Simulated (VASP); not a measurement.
Data:

```
SnTe
1.0
    0.00000     3.07121     3.07121
    3.07121     0.00000     3.07121
    3.07121     3.07121     0.00000
Sn Te
1 1
Direct
  0.00000   0.00000   0.00000
  0.50000   0.50000   0.50000
```

These are MS2 meta-GGA, VASP's PBE PAW potentials (set 64) (plane waves; VASP) values and carry that method's errors. Settings: 520 eV cut-off, 7×7×7 Γ-centred mesh, Gaussian smearing of 0.050 eV, potentials Sn_d Te.

Problem. Give the stress tensor in GPa (positive for a compressed cell).

Solution. 
```
3.36  0.00  0.00
0.00  3.36  0.00
0.00  0.00  3.36
```
The pressure is its mean diagonal, 3.36 GPa.

The compound is SnTe in the rock salt structure, which distorts at low temperature. This cell is one point of a volume scan, at 0.94 of the reference volume.
